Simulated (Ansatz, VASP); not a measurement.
**Cross-check of WSO between VASP and Ansatz**

One calculation is typed for both programs; each brings its own data sets. How far apart do they land? The cell is taken from a series of runs on this material, whose earlier steps may have relaxed, scaled, displaced or heated it; both programs get it as it stands.

Program: Ansatz 0.2.0. Level of theory: plane waves, with VASP 6.6.1 beside it; single point at PBE0. Results are calculated unless marked as measured.

### 1. Set-up

The cell holds 3 atoms: 1 W, 1 O and 1 S. Its edges and angles: a = 3.005 Å, b = 3.005 Å, c = 28.800 Å, α = 90.0°, β = 90.0°, γ = 120.0°. Vacuum lies along c.

Structure file:

```xyz
3
Lattice="3.0054 0.0000 0.0000 -1.5027 2.6028 0.0000 0.0000 0.0000 28.8000" Properties=species:S:1:pos:R:3
W     0.0000    1.7352   14.6345
O     1.5027    0.8676   15.8003
S     1.5027    0.8676   12.9997
```

### 2. VASP: single point, PBE0

With cell and atoms fixed, the geometry can't cause a difference; cores, projectors, grids and the points listed under the comparison can.

Lines of VASP's logs that name or quote its potential files are left out, and so is its time.

The run reads the wave functions of an earlier VASP run, which isn't shown here.

INCAR

```
SYSTEM = WSO
PREC = Accurate
ENCUT = 520
EDIFF = 1E-06
NELM = 100
ISMEAR = 0
SIGMA = 0.01
LREAL = .FALSE.
ALGO = Normal
LHFCALC = .TRUE.
AEXX = 0.25
GGA = PE
LASPH = .TRUE.
NBANDS = 15
PRECFOCK = Fast
LORBIT = 11
LWAVE = .FALSE.
LCHARG = .FALSE.
KPAR = 4
NCORE = 2
ISIF = 2
LDIPOL = .TRUE.
IDIPOL = 3
DIPOL = 0.5 0.5 0.503
LVHAR = .TRUE.
```

POSCAR

```
WSO
1.0
    3.0054232082      0.0000000000      0.0000000000
   -1.5027116041      2.6027728474      0.0000000000
    0.0000000000      0.0000000000     28.8000000000
W O S
1 1 1
Direct
    0.3333333333      0.6666666667      0.5081420806
    0.6666666667      0.3333333333      0.5486219072
    0.6666666667      0.3333333333      0.4513780928
```

KPOINTS

```
Automatic mesh
0
Gamma
6 6 1
0 0 0
```

PAW data sets: W, O and S (PBE family, release 64).

Started as:

```bash
$ mpirun -np 8 vasp_std
```

Numbers of over 12 decimals in the logs are rounded to 6 here.

Log:

```text
[banner, memory and clock lines left out]
running    8 mpi-ranks, on    1 nodes
 distrk:  each k-point on    2 cores,    4 groups
 distr:  one band on    2 cores,    1 groups

 POSCAR found type information on POSCAR W O S
 POSCAR found :  3 types and       3 ions
 LDA part: xc-table for (Slater+PW92), standard interpolation
 found WAVECAR, reading the header
 POSCAR, INCAR and KPOINTS ok, starting setup
 FFT: planning ... GRIDC
 FFT: planning ... GRID_SOFT
 FFT: planning ... GRID
 reading WAVECAR
 the WAVECAR file was read successfully
 initial charge from wavefunction
 entering main loop
       N       E                     dE             d eps       ncg     rms          rms(c)
DAV:   1    -0.334568335699E+02   -0.33457E+02   -0.10098E+00   308   0.138E+01    0.969E+00
DAV:   2    -0.334455302343E+02    0.11303E-01   -0.65120E-02   280   0.195E+00    0.537E+00
DAV:   3    -0.334451100550E+02    0.42018E-03   -0.14503E-02   281   0.952E-01    0.305E+00
DAV:   4    -0.334440738497E+02    0.10362E-02   -0.23974E-03   252   0.415E-01    0.193E+00
DAV:   5    -0.334438402864E+02    0.23356E-03   -0.13623E-03   273   0.280E-01    0.117E+00
DAV:   6    -0.334438467582E+02   -0.64718E-05   -0.17676E-04   238   0.129E-01    0.635E-01
DAV:   7    -0.334438409102E+02    0.58480E-05   -0.64488E-05   267   0.727E-02    0.355E-01
DAV:   8    -0.334438533571E+02   -0.12447E-04   -0.13277E-05   259   0.311E-02    0.214E-01
DAV:   9    -0.334438621281E+02   -0.87710E-05   -0.53467E-06   266   0.196E-02    0.132E-01
DAV:  10    -0.334438686037E+02   -0.64756E-05   -0.83772E-07   218   0.786E-03    0.775E-02
DAV:  11    -0.334438735606E+02   -0.49569E-05   -0.71594E-07   225   0.612E-03    0.445E-02
DAV:  12    -0.334438772408E+02   -0.36802E-05   -0.30907E-07   210   0.340E-03    0.277E-02
DAV:  13    -0.334438797195E+02   -0.24786E-05   -0.21090E-07   217   0.268E-03    0.167E-02
DAV:  14    -0.334438817710E+02   -0.20515E-05   -0.16109E-07   210   0.189E-03    0.102E-02
DAV:  15    -0.334438830140E+02   -0.12430E-05   -0.11784E-07   217   0.137E-03    0.618E-03
DAV:  16    -0.334438840773E+02   -0.10632E-05   -0.95863E-08   210   0.122E-03    0.399E-03
DAV:  17    -0.334438846327E+02   -0.55549E-06   -0.74363E-08   217   0.106E-03
   1 F= -.33443885E+02 E0= -.33443885E+02  d E =-.256817E-17
```

From OUTCAR (step 2):

```text
ion  position               nearest neighbor table
   1  0.333  0.667  0.508-   2 2.09   2 2.09   2 2.09   3 2.38   3 2.38   3 2.38
   2  0.667  0.333  0.549-   1 2.09   1 2.09   1 2.09
   3  0.667  0.333  0.451-   1 2.38   1 2.38   1 2.38

  LATTYP: Found a hexagonal cell.
 ALAT       =     3.0054232082
 C/A-ratio  =     9.5826770491

 Subroutine GETGRP returns: Found  6 space group operations
 (whereof  6 operations were pure point group operations)

The static configuration has the point symmetry C_3v.

 Found      7 irreducible k-points:

   k-points           NKPTS =      7   k-points in BZ     NKDIM =     36   number of bands    NBANDS=     15

   dimension x,y,z NGX =    24 NGY =   24 NGZ =  216
   dimension x,y,z NGXF=    48 NGYF=   48 NGZF=  432

   ENCUT  =  520.0 eV  38.22 Ry    6.18 a.u.   5.59  5.59 53.55*2*pi/ulx,y,z

   NELECT =      18.0000    total number of electrons

 k-points in reciprocal lattice and weights: Automatic mesh
   0.00000000  0.00000000  0.00000000       0.028
   0.16666667  0.00000000  0.00000000       0.167
   0.33333333  0.00000000  0.00000000       0.167
   0.50000000  0.00000000  0.00000000       0.083
   0.16666667  0.16666667  0.00000000       0.167
   0.33333333  0.16666667  0.00000000       0.333
   0.33333333  0.33333333  0.00000000       0.056

  exchange ACFDT corr.  =         0.00000000  see jH, gK, PRB 81, 115126

 dipolmoment           0.000000      0.000000      0.090782 electrons x Angstroem

 average (electrostatic) potential at core
       1 -45.7774       2 -72.9701       3 -91.8921

 E-fermi :  -4.2369

 k-point     1 :       0.0000    0.0000    0.0000
  band No.  band energies     occupation
    ...
      5     -10.1652      2.00000
      6      -8.3120      2.00000
      7      -6.7950      2.00000
      8      -6.7950      2.00000
      9      -4.2933      2.00000
     10      -0.4652      0.00000
     11      -0.4652      0.00000
     12       0.0973      0.00000
     13       0.0973      0.00000
     14       0.9697      0.00000
    ...

 k-point     2 :       0.1667    0.0000    0.0000
  band No.  band energies     occupation
    ...
      5      -9.9389      2.00000
      6      -8.6350      2.00000
      7      -7.5067      2.00000
      8      -7.1530      2.00000
      9      -4.9855      2.00000
     10      -0.8418      0.00000
     11      -0.5661      0.00000
     12      -0.1203      0.00000
     13       0.7839      0.00000
     14       1.7095      0.00000
    ...

 k-point     3 :       0.3333    0.0000    0.0000
  band No.  band energies     occupation
    ...
      5     -10.2113      2.00000
      6      -9.9287      2.00000
      7      -7.7862      2.00000
      8      -7.1656      2.00000
      9      -6.0768      2.00000
     10      -0.7745      0.00000
     11      -0.3774      0.00000
     12       0.6671      0.00000
     13       1.7915      0.00000
     14       3.4124      0.00000
    ...

  Total       -2.2566102     -2.2566102     -2.1245481     -0.0000000      0.0000000      0.0000000
  in kB      -16.0484370    -16.0484370    -15.1092448     -0.0000000      0.0000000      0.0000000
  external PRESSURE =     -15.7353729 kB  Pullay stress =       0.0000000 kB

  energy-cutoff  :      520.00
  volume of cell :      225.29
      direct lattice vectors                 reciprocal lattice vectors
     3.005423208  0.000000000  0.000000000     0.332731842  0.192102819  0.000000000
    -1.502711604  2.602772847  0.000000000     0.000000000  0.384205637  0.000000000
     0.000000000  0.000000000 28.800000000     0.000000000  0.000000000  0.034722222

 POSITION                                       TOTAL-FORCE (eV/Angst)
 -----------------------------------------------------------------------------------
     -0.00000      1.73518     14.63449        -0.000000      0.000000     -0.135991
      1.50271      0.86759     15.80031         0.000000     -0.000000     -0.655055
      1.50271      0.86759     12.99969        -0.000000      0.000000      0.791046
 -----------------------------------------------------------------------------------
    total drift:                               -0.000000      0.000000     -0.000113

  FREE ENERGIE OF THE ION-ELECTRON SYSTEM (eV)
  ---------------------------------------------------
  free  energy   TOTEN  =       -33.4438846327 eV

  energy  without entropy=      -33.4438846327  energy(sigma->0) =      -33.44388463

 vacuum level on the upper side and lower side of the slab         3.244         1.145

 total charge
# of ion       s       p       d       tot
------------------------------------------
    1        0.655   0.788   4.394   5.837
    2        1.579   3.421   0.000   5.000
    3        1.358   2.384   0.000   3.742
--------------------------------------------------
tot          3.592   6.592   4.394  14.578

[... 3 further parts left out ...]
```

This run has no spin polarisation, so a moment on W, if there is one, isn't seen. The k-mesh is coarse for unscreened exact exchange, which converges slowly with it.

### 3. Ansatz: single point, PBE0

Ansatz runs on its PAW soft_1 files.

The same cell, functional and mesh now go to Ansatz, which takes its cutoff from its data sets.

input.yaml

```yaml
crystal:
  lattice:
    - [3.0054232082, 0.0, 0.0]
    - [-1.5027116041, 2.6027728474, 0.0]
    - [0.0, 0.0, 28.8]
  atoms:
    - { symbol: W, position: [0.3333333333, 0.6666666667, 0.5081420806] }
    - { symbol: O, position: [0.6666666667, 0.3333333333, 0.5486219072] }
    - { symbol: S, position: [0.6666666667, 0.3333333333, 0.4513780928] }
  periodic: [true, true, false]
kpoints:
  mp_grid: { grid: [6, 6, 1] }
  band_path:
    path:
      - [0.0, 0.0, 0.0]
      - [0.5, 0.0, 0.0]
      - [0.3333333333, 0.3333333333, 0.0]
      - [0.05, 0.0, 0.0]
    npoints: 1
hamiltonian:
  xc: pbe0
  pseudopotentials: { kind: paw, azcp: { folder: soft_1 } }
scf:
  occupations: { method: fixed }
  n_extra_bands: 5
output:
  eigenvalues: true
  write_density: true
  write_potential: true
  elf: true
  volumetric_format: npy
```

Started as:

```bash
$ ansatz run input.yaml --threads 4 --pin off --max-ram 17510MiB --backend cpu --events-out ev --progress --plain --runs-dir out
```

Log:

```text
scf.n_extra_bands = 5 over 13 filled bands (N_el = 26.0): the run solves 18 bands
Engine: ansatz 0.2.0, x86_64-unknown-linux-gnu
Pseudopotentials: kind: paw
Pseudopotential: W, paw, valence charge 14, recommended cutoff 420 eV (normal), soft_1/W.paw.azcp
Pseudopotential: O, paw, valence charge 6, recommended cutoff 420 eV (normal), soft_1/O.paw.azcp
Pseudopotential: S, paw, valence charge 6, recommended cutoff 420 eV (normal), soft_1/S.paw.azcp
Functional definition: PBE0
  parameter a = 0.25
  parameter kappa = 0.804
  parameter beta = 0.066725
  exchange = (1 - a)*pbe_x(kappa = kappa, mu = beta*pi^2/3) + a*exact_x
  correlation = pbe_c(beta = beta)
davidson cushion auto → on  (no smearing: the cushion is to keep the highest requested band from converging to the state above it; pin scf.eigensolver.cushion to override)
Crystal: 3 atoms, lattice volume = 225.286 Å³
Basis set: ecut = 420 eV, 4249 PW (Γ)
Bands: 18, of which v1, the nominal top of the filled ones, is band 13 counted from 1 (12 counted from 0)
Symmetry: 6 space group operations
Space group: P3m1 (ITA 156), of the structure as read, at distance tolerance 6.1e-5 Å
k-points: 7 of 36 (time reversal used)
Non-local potential: W, projectors of the file, l = 0: 3, l = 1: 2, l = 2: 2, l = 3: 1
Non-local potential: O, projectors of the file, l = 0: 2, l = 1: 2, l = 2: 1
Non-local potential: S, projectors of the file, l = 0: 2, l = 1: 2, l = 2: 1
PAW form: soft (Blöchl's): semilocal exchange-correlation on the pseudo side does not see the compensation charge
PAW frozen core: W, regenerated for the run's functional, and the local potential with it (the file was generated under x = pbe(κ = 0.804, μ = 0.219515), c = pbe(β = 0.066725))
PAW frozen core: O, regenerated for the run's functional, and the local potential with it (the file was generated under x = pbe(κ = 0.804, μ = 0.219515), c = pbe(β = 0.066725))
PAW frozen core: S, regenerated for the run's functional, and the local potential with it (the file was generated under x = pbe(κ = 0.804, μ = 0.219515), c = pbe(β = 0.066725))
PAW one-centre angular grid: W, 590 points (default); XC on 64 Gauss nodes
PAW one-centre angular grid: O, 110 points (default); XC on 64 Gauss nodes
PAW one-centre angular grid: S, 110 points (default); XC on 64 Gauss nodes
Initial density: superposition of atomic densities (neutral atoms: chi_scale 0, normalization atom)
Initial wavefunctions: pseudopotential atomic-orbital guess
Functional: x = pbe(κ = 0.804, μ = 0.219515), c = pbe(β = 0.066725), warm-up for x = 0.75 pbe(κ = 0.804, μ = 0.219515) + 0.25 exact, c = pbe(β = 0.066725)
iter 1 solved again at ethr=2.86e-2 eV; its pass at ethr=1.00e-1 eV (dr2=7.44e0 eV) is discarded
SCF iter   1: F=—  HF=-11858.442358 eV  |F-HF|=—  |Δ(HF+E_count)|=         —  Δρ=5.24e-2  dr2=7.40e0  ethr=2.86e-2  ⟨swp⟩=2.1  Hψ=675  notcnv=0
preconditioner: auto → none  [insulator: Δε(μ)=2.206 eV  Ē_g=11.790 eV  n_scr=16 (ndim 8)  ℏωp=10.5 eV  f_vac=0.775]
SCF iter   2: F=—  HF=-11860.318401 eV  |F-HF|=—  |Δ(HF+E_count)|=    1.88e0  Δρ=8.86e-2  dr2=4.24e1  ethr=2.85e-2  ⟨swp⟩=5.1  Hψ=371  notcnv=0  defer=5  recentre
SCF iter   3: F=—  HF=-11857.550103 eV  |F-HF|=—  |Δ(HF+E_count)|=    2.77e0  Δρ=2.92e-2  dr2=5.84e0  ethr=2.85e-2  ⟨swp⟩=4.3  Hψ=376  notcnv=0  defer=1
iter 4 solved again at ethr=1.70e-3 eV; its pass at ethr=2.25e-2 eV (dr2=4.42e-1 eV) is discarded
SCF iter   4: F=—  HF=-11856.850727 eV  |F-HF|=—  |Δ(HF+E_count)|=   6.99e-1  Δρ=1.32e-2  dr2=4.36e-1  ethr=1.70e-3  ⟨swp⟩=3.3  Hψ=583  notcnv=0  defer=4
SCF iter   5: F=—  HF=-11856.784688 eV  |F-HF|=—  |Δ(HF+E_count)|=   6.60e-2  Δρ=7.77e-3  dr2=4.74e-2  ethr=1.68e-3  ⟨swp⟩=3.4  Hψ=310  notcnv=0
SCF iter   6: F=—  HF=-11856.780333 eV  |F-HF|=—  |Δ(HF+E_count)|=   4.35e-3  Δρ=8.00e-4  dr2=5.32e-3  ethr=1.82e-4  ⟨swp⟩=3.7  Hψ=350  notcnv=0  defer=1
SCF iter   7: F=—  HF=-11856.779791 eV  |F-HF|=—  |Δ(HF+E_count)|=   5.42e-4  Δρ=5.07e-4  dr2=1.38e-3  ethr=2.05e-5  ⟨swp⟩=3.1  Hψ=290  notcnv=0  defer=2
SCF iter   8: F=-11856.779606 eV  HF=-11856.779643 eV  |F-HF|=3.63e-5  |Δ(HF+E_count)|=   1.48e-4  Δρ=1.10e-4  dr2=4.42e-5  ethr=5.30e-6  ⟨swp⟩=3.4  Hψ=310  notcnv=0  defer=1
SCF 1 stopped early in 8 iterations: F = -11856.779606 eV  dr2 = 4.42e-5
  greatest PAW one-centre occupation: 0.999 electrons in one spin orbital (limit 2), on the W atom at site 0 (counted from 0), in its partial waves of l = 0
Initial density: handed on by an earlier stage of this run
Initial wavefunctions: those handed on with the density
Functional: x = 0.75 pbe(κ = 0.804, μ = 0.219515) + 0.25 exact, c = pbe(β = 0.066725)
Frozen-core exchange: fock
[...]
preconditioner: auto → none  [insulator: Δε(μ)=2.925 eV  Ē_g=13.260 eV  n_scr=16 (ndim 8)  ℏωp=10.5 eV  f_vac=0.784]
[...]
SCF iter   4: F=—  HF=-11855.599592 eV  |F-HF|=—  |Δ(HF+E_count)|=   1.74e-3  Δρ=4.17e-4  dr2=1.26e-3  ethr=1.70e-6  ⟨swp⟩=4.1  Hψ=425  notcnv=0
SCF iter   5: F=—  HF=-11855.600174 eV  |F-HF|=—  |Δ(HF+E_count)|=   5.82e-4  Δρ=2.86e-4  dr2=2.34e-4  ethr=1.70e-6  ⟨swp⟩=4.7  Hψ=407  notcnv=0  defer=1
SCF iter   6: F=—  HF=-11855.600158 eV  |F-HF|=—  |Δ(HF+E_count)|=   1.56e-5  Δρ=1.52e-4  dr2=1.85e-4  ethr=7.57e-7  ⟨swp⟩=2.4  Hψ=283  notcnv=0
SCF iter   7: F=—  HF=-11855.600137 eV  |F-HF|=—  |Δ(HF+E_count)|=   2.19e-5  Δρ=6.23e-5  dr2=5.34e-5  ethr=5.69e-7  ⟨swp⟩=2.1  Hψ=281  notcnv=0
SCF iter   8: F=—  HF=-11855.600228 eV  |F-HF|=—  |Δ(HF+E_count)|=   9.12e-5  Δρ=1.61e-4  dr2=1.10e-4  ethr=1.14e-7  ⟨swp⟩=4.4  Hψ=381  notcnv=0  defer=5
SCF iter   9: F=-11855.600209 eV  HF=-11855.600209 eV  |F-HF|=6.97e-7  |Δ(HF+E_count)|=   1.85e-5  Δρ=5.76e-6  dr2=4.57e-6  ethr=1.14e-7  ⟨swp⟩=3.6  Hψ=363  notcnv=0
SCF 2 stopped early in 9 iterations: F = -11855.600209 eV  dr2 = 4.57e-6
  greatest PAW one-centre occupation: 1.000 electrons in one spin orbital (limit 2), on the W atom at site 0 (counted from 0), in its partial waves of l = 0
hybrid outer 1: dexx = +1.354e-2 eV, tail = 2.05e-5 eV
Frozen-core exchange: fock
SCF iter   1: F=—  HF=-11855.600235 eV  |F-HF|=—  |Δ(HF+E_count)|=         —  Δρ=2.91e-5  dr2=1.20e-6  ethr=3.94e-7  ⟨swp⟩=3.6  Hψ=306  notcnv=0
preconditioner: auto → none  [insulator: Δε(μ)=2.820 eV  Ē_g=13.142 eV  n_scr=16 (ndim 8)  ℏωp=10.5 eV  f_vac=0.785]
SCF iter   2: F=—  HF=-11855.600235 eV  |F-HF|=—  |Δ(HF+E_count)|=   1.69e-7  Δρ=1.36e-5  dr2=2.46e-7  ethr=4.28e-9  ⟨swp⟩=5.0  Hψ=396  notcnv=0  defer=4
SCF iter   3: F=—  HF=-11855.600235 eV  |F-HF|=—  |Δ(HF+E_count)|=   3.80e-7  Δρ=5.04e-6  dr2=3.91e-7  ethr=6.28e-10  ⟨swp⟩=4.9  Hψ=427  notcnv=0  defer=3
SCF iter   4: F=-11855.600235 eV  HF=-11855.600235 eV  |F-HF|=5.50e-8  |Δ(HF+E_count)|=   4.94e-8  Δρ=1.80e-6  dr2=6.06e-8  ethr=6.28e-10  ⟨swp⟩=4.0  Hψ=340  notcnv=0
SCF 3 converged in 4 iterations: F = -11855.600235 eV  dr2 = 6.06e-8
hybrid outer 2: dexx = +5.350e-7 eV, tail = 1.31e-7 eV, Δε = 1.07e-3 eV (about 8.43e-5 eV left of the loop's levels)
NSCF: frozen V_eff on 4 k-points
WARN: The output density's exchange-correlation potential varies sharply where the density is thin. Do not read a vacuum level from v_tot or v_xc, or from such a field of the output density. On a cell that repeats whose density bears no net charge and no dipole along the vacuum's axis use v_es (v_loc + v_h of the components); under efield.dipole_correction with no amplitude use v_es + v_field, which holds any externa [...]
hybrid SCF converged: 2 outer / 13 inner (+8 warm-up), last move |dexx| = 5.35e-7 eV, tail = 1.31e-7 eV
Stability not checked: this state was not tested for a lower state beside it, because the functional holds exact exchange (a hybrid, or Hartree-Fock), whose exchange loop this test does not read (fock_operator; see scf.lower_state_search)
Free energy (F): -11855.600235 eV
Frozen-core exchange: fock
Harris-Foulkes:  -11855.600235 eV  (|F-HF|=5.50e-8)
Internal energy: -11855.600235 eV  (E = F + TS)
E sigma→0 (E₀):  -11855.600235 eV
Fermi energy:    -6.495679 eV
--- Per-component energies (eV) ---
  E_band       = -718.205982
  E_kinetic    = 692.993786
  E_local      = -47809.942418  (includes V_loc(G=0)·N_el)
  E_nonlocal   = 61.305637
  E_hartree    = 23506.253806
  E_xc         = -329.555061
  E_vxc        = -312.669143  (∫ρ·V_xc dr)
  E_exx        = -81.691986  (= α·E_x^exact, valence–valence)
  E_paw        = -9362.021756  (= ΣΔE_a)
  E_vpaw       = -199.034219  (= ΣTr[D̂ρ^β])
  E_aug_tail   = 0.000881  (compensation charges beyond the density's cutoff)
  E_ewald      = 21470.110490
  E_core_change = -3.053615  (= ΣΔE_core)
  E_smearing   = -0.000000  (= −TS)
  E_closure    = 0.000000  (closes the sum)
  Σ components = -11855.600235   (vs F -11855.600235, Δ=3.64e-12)
--- Band table (eV; the first three rows and the last of 7) ---
  k-point 0: bands = [... 9 lower, -10.5399, -8.9877, -8.9877, -6.4957, -2.6691, -2.6691, -2.0754, -2.0754, ... 1 higher]
  k-point 1: bands = [... 9 lower, -10.8662, -9.7118, -9.3346, -7.1836, -3.0236, -2.7566, -2.3128, -1.3837, ... 1 higher]
  k-point 2: bands = [... 9 lower, -12.1989, -9.9950, -9.3610, -8.2839, -2.9326, -2.5315, -1.5264, -0.3594, ... 1 higher]
  k-point 6: bands = [... 9 lower, -12.3518, -11.3550, -10.2825, -7.5033, -3.6755, -1.7681, -0.8181, 0.0767, ... 1 higher]
  the weakly bound empty levels are not read free of the cell's end (exact_exchange)
```

### 4. Comparison

Known differences besides the potentials themselves: exact exchange at q = 0 is treated differently, which shows on coarse meshes; VASP keeps PBE cores, Ansatz makes them for the functional; fixed occupations in Ansatz, narrow Gaussian smearing in VASP; Ansatz cuts the interaction across the vacuum, VASP repeats the sheet with a dipole correction; the data sets hold 26 valence electrons in Ansatz (on its PAW soft_1 files) and 18 in VASP; the cutoff is 420 eV in Ansatz and 520 eV in VASP; VASP takes a coarser grid for exact exchange (PRECFOCK = Fast). Total energies have different zeros and are not compared.

Both answers:

```
              quantity  Ansatz   VASP  difference
gap on the k mesh (eV)   2.820  2.791      +0.029
```

A gap on the mesh is an upper bound, since the band edges may lie between its points; neither run holds spin-orbit coupling, which can move the band edges of a compound of W. With vacuum in the cell, a pressure given here is an average over mostly empty space and none of the material.

### 5. Outcome

| Quantity | Value |
| --- | --- |
| difference in gap on the k mesh (single point, PBE0) | 0.029 eV |

**Reading.** The difference in gap on the k mesh is 0.029 eV (single point, PBE0), within the 0.08 eV picked in this series as the mark of a large difference. The data sets hold unlike numbers of valence electrons (26 in Ansatz and 18 in VASP), so part of the differences comes from the potentials. Such differences can come from data sets, numerical settings and the points named under the comparisons, not from the functional's error against experiment.

[Lines on the potential files, build, host, timing and source positions are cut from VASP's logs without a mark.]

[Logs are printed without paths, hosts, clocks, repeated set-up lines and the standing remarks that a program may print on its own settings, such as how far it seeks lower states.]

[Hosts, paths, dates, database ids (printed as entryN), source tags and the programs' standing remarks are cut or masked in the printed files.]
